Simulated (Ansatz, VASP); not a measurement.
# Au (Au(110)): VASP beside Ansatz, part 2 of 2

Wanted: the spread between two codes on one cell, functional and k mesh.

VASP 6.6.1 and Ansatz 0.2.0.

So far: The starting structure; VASP: single point, PBE; Ansatz: single point, PBE.

**4. Side by side**

Known differences besides the potentials themselves: the data sets hold 133 valence electrons in Ansatz (default PAW (the set named soft_2) files) and 77 in VASP; the cutoff is 420 eV in Ansatz and 350 eV in VASP (PREC = Normal); VASP leaves aspherical gradient terms in its spheres out (LASPH is not set), Ansatz keeps them. Total energies have different zeros and are not compared.

Both answers:

```
                                   quantity  Ansatz  VASP  difference
 work function, lower of the two faces (eV)    5.07  5.07        0.00
work function, higher of the two faces (eV)    5.07  5.07        0.00
```

Forces (eV/Å; atoms numbered as in POSCAR):

```
atom        Ansatz x, y, z          VASP x, y, z
 Au1  0.000, 0.000, -0.176  0.000, 0.000, -0.170
 Au2  0.000, 0.000, -0.527  0.000, 0.000, -0.523
 Au3  0.000, 0.000, -0.046  0.000, 0.000, -0.043
 Au4   0.000, 0.000, 0.000   0.000, 0.000, 0.000
 Au5   0.000, 0.000, 0.046   0.000, 0.000, 0.043
 Au6   0.000, 0.000, 0.527   0.000, 0.000, 0.523
 Au7   0.000, 0.000, 0.176   0.000, 0.000, 0.170
```

The forces differ by 2.4 meV/Å r.m.s., which is 1.4 % of the r.m.s. force of 0.17 eV/Å (both taken over all components). VASP's log warns that it found no field-free region in the vacuum, so its work functions are uncertain.

**5. VASP: single point, PBEsol**

With cell and atoms fixed, the geometry can't cause a difference; cores, projectors, grids and the points listed under the comparison can.

Input file INCAR:

```
SYSTEM = Au
PREC = Normal
ENCUT = 350
EDIFF = 1E-06
NELM = 120
ISMEAR = 1
SIGMA = 0.1
LREAL = .FALSE.
ALGO = Normal
GGA = PS
NBANDS = 47
LORBIT = 11
LWAVE = .FALSE.
LCHARG = .FALSE.
KPAR = 4
IDIPOL = 3
LDIPOL = .TRUE.
DIPOL = 0.5 0.5 0.5
LVHAR = .TRUE.
LVACPOTAV = .TRUE.
```

Input file POSCAR:

```
Au
1.0
    4.0800000000      0.0000000000      0.0000000000
    0.0000000000      2.8849956672      0.0000000000
    0.0000000000      0.0000000000     26.6549870017
Au
7
Direct
    0.0000000000      0.0000000000      0.3376478855
    0.5000000000      0.5000000000      0.3917652570
    0.0000000000      0.0000000000      0.4458826285
    0.5000000000      0.5000000000      0.5000000000
    0.0000000000      0.0000000000      0.5541173715
    0.5000000000      0.5000000000      0.6082347430
    0.0000000000      0.0000000000      0.6623521145
```

Input file KPOINTS:

```
Automatic mesh
0
Gamma
6 9 1
0 0 0
```

PAW data sets: Au (PBE family, release 64).

Launch:

```sh
> mpirun -np 4 vasp_std
```

Numbers of over 12 decimals in the logs are rounded to 6 here.

The log of the run:

```text
[banner, memory and clock lines left out]
running    4 mpi-ranks, on    1 nodes
[...]
|                                                                             |
|               ----> ADVICE to this user running VASP <----                  |
|                                                                             |
|     You enforced a specific xc type in the INCAR file but a different       |
|     [... a line on the potential file left out ...]
|     I HOPE YOU KNOW WHAT YOU ARE DOING!                                     |
|                                                                             |

 LDA part: xc-table for (Slater+PW92), standard interpolation
 POSCAR, INCAR and KPOINTS ok, starting setup
[...]
entering main loop
       N       E                     dE             d eps       ncg     rms          rms(c)
DAV:   1     0.443875852240E+03    0.44388E+03   -0.28142E+04  1888   0.102E+03
DAV:   2    -0.482058609566E+01   -0.44870E+03   -0.42140E+03  2319   0.249E+02
DAV:   3    -0.273210220927E+02   -0.22500E+02   -0.21486E+02  2159   0.537E+01
DAV:   4    -0.278161263467E+02   -0.49510E+00   -0.49344E+00  2276   0.808E+00
[...]
DAV:  19    -0.255744723907E+02   -0.24596E-05   -0.11433E-07  1326   0.111E-03    0.413E-04
DAV:  20    -0.255744736950E+02   -0.13044E-05   -0.66564E-08  1276   0.878E-04    0.234E-04
DAV:  21    -0.255744740779E+02   -0.38294E-06   -0.10549E-08  1255   0.388E-04
 [... a notice as in an earlier step ...]

   1 F= -.25574474E+02 E0= -.25573505E+02  d E =-.290705E-02
```

From OUTCAR (step 5):

```text
  Total       -4.6164992     -5.4534812     -2.0656924     -0.0000000      0.0000000      0.0000000
  in kB      -23.5743400    -27.8484225    -10.5485420     -0.0000000      0.0000000      0.0000000
  external PRESSURE =     -20.6571015 kB  Pullay stress =       0.0000000 kB

 POSITION                                       TOTAL-FORCE (eV/Angst)
 -----------------------------------------------------------------------------------
      0.00000      0.00000      9.00000         0.000000      0.000000      0.523885
      2.04000      1.44250     10.44250        -0.000000      0.000000     -0.513986
      0.00000      0.00000     11.88500         0.000000      0.000000     -0.018667
      2.04000      1.44250     13.32749        -0.000000      0.000000      0.000000
      0.00000      0.00000     14.76999        -0.000000     -0.000000      0.018667
      2.04000      1.44250     16.21249        -0.000000      0.000000      0.513986
      0.00000      0.00000     17.65499         0.000000      0.000000     -0.523885
 -----------------------------------------------------------------------------------
    total drift:                               -0.000000      0.000000      0.000000

  FREE ENERGIE OF THE ION-ELECTRON SYSTEM (eV)
  ---------------------------------------------------
  free  energy   TOTEN  =       -25.5744740779 eV

  energy  without entropy=      -25.5715670297  energy(sigma->0) =      -25.57350506

[... 1 part as in an earlier step ...]

[... 2 further parts left out ...]
[key lines of the parts left out:]
E-fermi :   0.2950
```

**6. Ansatz: single point, PBEsol**

The same cell, functional, mesh and smearing now go to Ansatz, which takes its cutoff from its data sets.

Input file input.yaml:

```yaml
crystal:
  lattice:
    - [4.08, 0.0, 0.0]
    - [0.0, 2.8849956672, 0.0]
    - [0.0, 0.0, 26.6549870017]
  atoms:
    - { symbol: Au, position: [0.0, 0.0, 0.3376478855] }
    - { symbol: Au, position: [0.5, 0.5, 0.391765257] }
    - { symbol: Au, position: [0.0, 0.0, 0.4458826285] }
    - { symbol: Au, position: [0.5, 0.5, 0.5] }
    - { symbol: Au, position: [0.0, 0.0, 0.5541173715] }
    - { symbol: Au, position: [0.5, 0.5, 0.608234743] }
    - { symbol: Au, position: [0.0, 0.0, 0.6623521145] }
hamiltonian:
  xc: pbesol
  pseudopotentials: { kind: paw }
kpoints:
  mp_grid: { grid: [6, 9, 1] }
scf:
  occupations: { method: methfessel_paxton, width: 0.1 }
  n_extra_bands: 5
efield:
  axis: 3
  dipole_correction: true
  ramp_width: 0.04
output:
  forces: true
  eigenvalues: true
  write_density: true
  write_potential: true
  elf: true
  volumetric_format: npy
```

Launch:

```sh
> ansatz run input.yaml --threads 4 --pin off --max-ram 9216MiB --backend cpu --events-out ev --progress --plain --runs-dir out
```

The log of the run:

```text
[...]
Crystal: 7 atoms, lattice volume = 313.750 Å³
Basis set: ecut = 420 eV, 6129 PW (Γ), exchange–correlation on 60×40×360 points (8 copies of the dense FFT grid, shifted against one another)
Bands: 72, of which v1, the nominal top of the filled ones, is band 67 counted from 1 (66 counted from 0)
Symmetry: 4 space group operations
k-points: 20 of 54
[...]
k-point 0: bands = [... 63 lower, 2.6751, 2.8890, 3.0242, 3.4432, 4.9810, 6.5593, 7.0224, 8.6832, ... 1 higher]
  k-point 1: bands = [... 63 lower, 2.5629, 2.7648, 3.0123, 3.5586, 5.2204, 7.3162, 7.3775, 9.0825, ... 1 higher]
  k-point 2: bands = [... 63 lower, 2.6540, 2.9466, 2.9560, 3.8920, 5.8691, 8.0629, 9.1239, 9.1587, ... 1 higher]
  k-point 19: bands = [... 63 lower, 4.3055, 4.4623, 5.8678, 6.1813, 7.0887, 7.6887, 8.1075, 8.2503, ... 1 higher]
[key lines of the parts left out:]
SCF converged after 8 iterations
Free energy (F): -91047.781977 eV
Fermi energy:    4.549564 eV
Dipole field:    D = 0.000001 V/Å  (p = 0.000001 e·Å, saw-weighted, corrected)
Work function:   Φ+ = 5.1021 eV   Φ− = 5.1021 eV
```

The job ended after 13 s (4 threads of Arm Neoverse V2, shared host; peak memory 0.93 GiB; 49 s of CPU time).

**7. Comparison**

What differs besides the data sets and the points named for the pairs above, as far as they apply: Ansatz makes its cores anew for this functional, VASP keeps those of its PBE data sets. Total energies have different zeros and are not compared.

Both answers:

```
                                   quantity  Ansatz  VASP  difference
 work function, lower of the two faces (eV)    5.10  5.11        0.00
work function, higher of the two faces (eV)    5.10  5.11        0.00
```

Forces (eV/Å; atoms numbered as in POSCAR):

```
atom        Ansatz x, y, z          VASP x, y, z
 Au1   0.000, 0.000, 0.517   0.000, 0.000, 0.524
 Au2  0.000, 0.000, -0.519  0.000, 0.000, -0.514
 Au3  0.000, 0.000, -0.020  0.000, 0.000, -0.019
 Au4   0.000, 0.000, 0.000   0.000, 0.000, 0.000
 Au5   0.000, 0.000, 0.020   0.000, 0.000, 0.019
 Au6   0.000, 0.000, 0.519   0.000, 0.000, 0.514
 Au7  0.000, 0.000, -0.517  0.000, 0.000, -0.524
```

The forces differ by 2.5 meV/Å r.m.s., which is 1.1 % of the r.m.s. force of 0.23 eV/Å (both taken over all components). VASP's log warns that it found no field-free region in the vacuum, so its work functions are uncertain.

**8. VASP: single point, r2SCAN**

A single point gives forces, pressure and levels at one fixed geometry, so differences don't come from the geometry; what else differs is listed under the comparison.

Edit INCAR of step 5 so:

```diff
@@ -9,3 +9,4 @@
 ALGO = Normal
-GGA = PS
+METAGGA = R2SCAN
+LASPH = .TRUE.
 NBANDS = 47
```

POSCAR is that of step 5.

KPOINTS is that of step 5.

Launch:

```sh
> mpirun -np 4 vasp_std
```

The log of the run:

```text
[banner, memory and clock lines left out]
running    4 mpi-ranks, on    1 nodes
[...]
[... a notice as in an earlier step ...]

 LDA part: xc-table for (None), standard interpolation
 POSCAR, INCAR and KPOINTS ok, starting setup
[...]
entering main loop
       N       E                     dE             d eps       ncg     rms          rms(c)
DAV:   1     0.989261290930E+02    0.98926E+02   -0.28532E+04  1888   0.103E+03
DAV:   2    -0.358350298268E+03   -0.45728E+03   -0.43145E+03  2342   0.253E+02
DAV:   3    -0.380282917904E+03   -0.21933E+02   -0.21111E+02  2166   0.541E+01
DAV:   4    -0.380748399817E+03   -0.46548E+00   -0.46432E+00  2341   0.795E+00
[...]
DAV:  20    -0.352501871556E+03    0.10215E-04   -0.67754E-07  1348   0.611E-03    0.154E-04
DAV:  21    -0.352501874268E+03   -0.27123E-05   -0.21583E-07  1292   0.366E-03    0.117E-04
DAV:  22    -0.352501874190E+03    0.77514E-07   -0.39829E-07  1274   0.532E-03
 [... a notice as in an earlier step ...]

   1 F= -.35250187E+03 E0= -.35250002E+03  d E =-.555025E-02
```

Parts of OUTCAR (step 8):

```text
  Total       -0.6225236     -1.4755559      1.3295219     -0.0000000      0.0000000      0.0000000
  in kB       -3.1789417     -7.5349862      6.7892572     -0.0000000      0.0000000      0.0000000
  external PRESSURE =      -1.3082236 kB  Pullay stress =       0.0000000 kB

 POSITION                                       TOTAL-FORCE (eV/Angst)
 -----------------------------------------------------------------------------------
      0.00000      0.00000      9.00000        -0.000000      0.000000      0.197919
      2.04000      1.44250     10.44250        -0.000000      0.000000     -0.624123
      0.00000      0.00000     11.88500        -0.000000     -0.000000      0.000688
      2.04000      1.44250     13.32749        -0.000000      0.000000      0.000000
      0.00000      0.00000     14.76999        -0.000000      0.000000     -0.000688
      2.04000      1.44250     16.21249         0.000000      0.000000      0.624123
      0.00000      0.00000     17.65499        -0.000000      0.000000     -0.197919
 -----------------------------------------------------------------------------------
    total drift:                               -0.000000      0.000000      0.000000

  FREE ENERGIE OF THE ION-ELECTRON SYSTEM (eV)
  ---------------------------------------------------
  free  energy   TOTEN  =      -352.5018741905 eV

  energy  without entropy=     -352.4963239450  energy(sigma->0) =     -352.50002411

[... 2 parts as in an earlier step ...]

[... 1 further part left out ...]
[key lines of the parts left out:]
E-fermi :   0.3876
```

**9. Ansatz: single point, r2SCAN**

The same cell, functional, mesh and smearing now go to Ansatz, which takes its cutoff from its data sets.

Edit input.yaml of step 6 so:

```diff
@@ -14,3 +14,3 @@
 hamiltonian:
-  xc: pbesol
+  xc: r2scan
   pseudopotentials: { kind: paw }
@@ -28,5 +28 @@
   eigenvalues: true
-  write_density: true
-  write_potential: true
-  elf: true
-  volumetric_format: npy
```

Launch:

```sh
> ansatz run input.yaml --threads 4 --pin off --max-ram 9216MiB --backend cpu --events-out ev --progress --plain --runs-dir out
```

The log of the run:

```text
[...]
Crystal: 7 atoms, lattice volume = 313.750 Å³
Basis set: ecut = 500 eV, 7953 PW (Γ), exchange–correlation on 120×96×800 points (64 copies of the dense FFT grid, shifted against one another)
Bands: 72, of which v1, the nominal top of the filled ones, is band 67 counted from 1 (66 counted from 0)
Symmetry: 4 space group operations
k-points: 20 of 54
[...]
k-point 0: bands = [... 63 lower, 2.5296, 2.7431, 2.8804, 3.4086, 5.0849, 6.8752, 7.2209, 9.0285, ... 1 higher]
  k-point 1: bands = [... 63 lower, 2.4213, 2.6181, 2.8699, 3.5360, 5.3381, 7.5215, 7.6958, 9.3121, ... 1 higher]
  k-point 2: bands = [... 63 lower, 2.5033, 2.8030, 2.8152, 3.9126, 6.0251, 8.2934, 9.4688, 9.5204, ... 1 higher]
  k-point 19: bands = [... 63 lower, 4.5212, 4.6645, 6.0790, 6.4034, 7.3181, 7.9478, 8.3900, 8.5145, ... 1 higher]
[key lines of the parts left out:]
SCF converged after 9 iterations
Free energy (F): -92142.863247 eV
Fermi energy:    4.642670 eV
Dipole field:    D = -0.000002 V/Å  (p = -0.000004 e·Å, saw-weighted, corrected)
Work function:   Φ+ = 4.9862 eV   Φ− = 4.9861 eV
```

Run time: 19 s. Hardware: 4 threads; peak memory 1.4 GiB; 70 s of CPU time.

**10. Side by side**

What differs besides the data sets and the points named for the pairs above, as far as they apply: VASP keeps PBE cores, Ansatz makes them for the functional; the cutoff is 500 eV in Ansatz and 350 eV in VASP (PREC = Normal). Total energies have different zeros and are not compared.

Compared:

```
                                   quantity  Ansatz  VASP  difference
 work function, lower of the two faces (eV)    4.99  5.00       -0.01
work function, higher of the two faces (eV)    4.99  5.00       -0.01
```

Forces (eV/Å; atoms numbered as in POSCAR):

```
atom        Ansatz x, y, z          VASP x, y, z
 Au1   0.000, 0.000, 0.222   0.000, 0.000, 0.198
 Au2  0.000, 0.000, -0.619  0.000, 0.000, -0.624
 Au3   0.000, 0.000, 0.004   0.000, 0.000, 0.001
 Au4   0.000, 0.000, 0.000   0.000, 0.000, 0.000
 Au5  0.000, 0.000, -0.004  0.000, 0.000, -0.001
 Au6   0.000, 0.000, 0.619   0.000, 0.000, 0.624
 Au7  0.000, 0.000, -0.222  0.000, 0.000, -0.198
```

The forces differ by 7.7 meV/Å r.m.s., which is 3.8 % of the r.m.s. force of 0.20 eV/Å (both taken over all components). VASP's log warns that it found no field-free region in the vacuum, so its work functions are uncertain.

**11. Summary of results**

- r.m.s. force difference (single point, PBE): 2.4 meV/Å
- r.m.s. force difference (single point, PBEsol): 1.1 % of the r.m.s. force
- r.m.s. force difference (single point, r2SCAN): 3.8 % of the r.m.s. force

In words: The r.m.s. force difference is 3.8 % of the r.m.s. force (single point, r2SCAN), beyond the 3 % picked in this series as the mark of a large difference. 1 further run of this series is not shown here. How closely two codes agree says nothing of how well the functional describes the real material.

[Lines on the potential files, build, host, timing and source positions are cut from VASP's logs without a mark.]

[Logs are printed without paths, hosts, clocks, repeated set-up lines and the standing remarks that a program may print on its own settings, such as how far it seeks lower states.]

[Hosts, paths, dates, database ids (printed as entryN), source tags and the programs' standing remarks are cut or masked in the printed files.]
